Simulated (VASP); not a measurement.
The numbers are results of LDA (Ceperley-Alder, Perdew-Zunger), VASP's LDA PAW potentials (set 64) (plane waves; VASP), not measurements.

Input for VASP

**POSCAR**
```
V
1
   -1.4598859790     1.4598859790     1.4598859790
    1.4598859790    -1.4598859790     1.4598859790
    1.4598859790     1.4598859790    -1.4598859790
V
1
Direct
  0.0000000000   0.0000000000   0.0000000000
```

File KPOINTS:
```
Automatic mesh
0
gamma
 16 16 16
0 0 0
```

### INCAR
```
ALGO = Normal
EDIFF = 1E-8
EDIFFG = -0.001
ENCUT = 400
IBRION = 1
ISIF = 2
ISMEAR = 1
LASPH = .TRUE.
LCHARG = .FALSE.
LMAXMIX = 4
LREAL = .FALSE.
LWAVE = .FALSE.
NELM = 100
NSW = 30
PREC = Accurate
SIGMA = 0.1
SYSTEM = V
```

POTCAR, in this order: V_sv (LDA.64 set). Program: vasp_std.

Output

### OSZICAR
```
       N       E                     dE             d eps       ncg     rms          rms(c)
DAV:   1     0.701598264367E+02    0.70160E+02   -0.62824E+03  2900   0.119E+03
DAV:   2    -0.100090737611E+02   -0.80169E+02   -0.78123E+02  2976   0.331E+02
DAV:   3    -0.112376358474E+02   -0.12286E+01   -0.11928E+01  3010   0.478E+01
DAV:   4    -0.112446771339E+02   -0.70413E-02   -0.70394E-02  2948   0.380E+00
DAV:   5    -0.112447461738E+02   -0.69040E-04   -0.69040E-04  3012   0.376E-01    0.208E+01
DAV:   6    -0.998408892830E+01    0.12607E+01   -0.47823E+00  2914   0.333E+01    0.278E+00
DAV:   7    -0.995644273672E+01    0.27646E-01   -0.23964E-02  2918   0.192E+00    0.132E+00
DAV:   8    -0.994603291340E+01    0.10410E-01   -0.84101E-03  2920   0.165E+00    0.911E-02
DAV:   9    -0.994604541414E+01   -0.12501E-04   -0.11105E-04  2906   0.176E-01    0.355E-02
DAV:  10    -0.994605740700E+01   -0.11993E-04   -0.57792E-06  2926   0.312E-02    0.195E-03
DAV:  11    -0.994605735939E+01    0.47604E-07   -0.27943E-07  2988   0.731E-03    0.181E-03
DAV:  12    -0.994605734338E+01    0.16009E-07   -0.70135E-09  1504   0.144E-03    0.965E-05
DAV:  13    -0.994605734370E+01   -0.31309E-09   -0.77187E-10  1456   0.446E-04
   1 F= -.99460573E+01 E0= -.99463371E+01  d E =-.994606E+01
```

**OUTCAR**
```
------------------------ aborting loop because EDIFF is reached ----------------------------------------
  FORCE on cell =-STRESS in cart. coord.  units (eV):
  Direction    XX          YY          ZZ          XY          YZ          ZX
  --------------------------------------------------------------------------------------
  Total        0.0005718      0.0005718      0.0005718      0.0000000      0.0000000     -0.0000000
  in kB        0.0736086      0.0736086      0.0736086      0.0000000      0.0000000     -0.0000000
  external PRESSURE =       0.0736086 kB  Pullay stress =       0.0000000 kB
  volume of cell :       12.45
      direct lattice vectors                 reciprocal lattice vectors
    -1.459885979  1.459885979  1.459885979     0.000000000  0.342492501  0.342492501
     1.459885979 -1.459885979  1.459885979     0.342492501  0.000000000  0.342492501
     1.459885979  1.459885979 -1.459885979     0.342492501  0.342492501  0.000000000
 POSITION                                       TOTAL-FORCE (eV/Angst)
 -----------------------------------------------------------------------------------
      0.00000      0.00000      0.00000        -0.000000     -0.000000      0.000000
 -----------------------------------------------------------------------------------
    total drift:                               -0.000000      0.000000     -0.000000
  FREE ENERGIE OF THE ION-ELECTRON SYSTEM (eV)
  ---------------------------------------------------
  free  energy   TOTEN  =        -9.9460573437 eV

  energy  without entropy=       -9.9468966595  energy(sigma->0) =       -9.94633712

 reached required accuracy - stopping structural energy minimisation
```
(Selected blocks of OUTCAR.)

OUTCAR:
```
 val. band max:       10.4996211835   @ k =   0.3125   0.1250   0.1250

 cond. band min:      10.5341454289   @ k =  -0.4375  -0.4375   0.1875


 Fermi energy:        10.5192544706

 k-point     1 :       0.0000    0.0000    0.0000
  band No.  band energies     occupation
      1     -52.3565      2.00000
      2     -25.9160      2.00000
      3     -25.9160      2.00000
      4     -25.9160      2.00000
      5       3.8402      2.00000
      6      10.9143     -0.00000
      7      10.9143     -0.00000
      8      10.9143     -0.00000
      9      13.1194      0.00000
     10      13.1194      0.00000

 k-point     2 :       0.0625    0.0000    0.0000
  band No.  band energies     occupation
      1     -52.3458      2.00000
      2     -25.9632      2.00000
      3     -25.9301      2.00000
      4     -25.9164      2.00000
      5       4.0108      2.00000
      6      10.8384     -0.00006
      7      10.8988     -0.00000
      8      11.0408     -0.00000
      9      13.0306      0.00000
     10      13.1242      0.00000

 k-point     3 :       0.1250    0.0000    0.0000
  band No.  band energies     occupation
      1     -52.3155      2.00000
      2     -26.0977      2.00000
      3     -25.9703      2.00000
      4     -25.9176      2.00000
      5       4.5016      2.00000
      6      10.6279     -0.06381
      7      10.8224     -0.00016
      8      11.4100     -0.00000
      9      12.8427      0.00000
     10      13.1420      0.00000

 k-point     4 :       0.1875    0.0000    0.0000
  band No.  band energies     occupation
      1     -52.2700      2.00000
      2     -26.2958      2.00000
      3     -26.0305      2.00000
      4     -25.9194      2.00000
      5       5.2422      2.00000
      6      10.3271      2.02042
      7      10.6466     -0.07023
      8      11.9912     -0.00000
      9      12.7256      0.00000
     10      13.1811      0.00000

 k-point     5 :       0.2500    0.0000    0.0000
...
```

The compound is V in the bcc structure. It was relaxed first, which changed the volume by -11 %. The start is the result of an earlier pass. The run is not spin-polarised, so no magnetic state was tried.
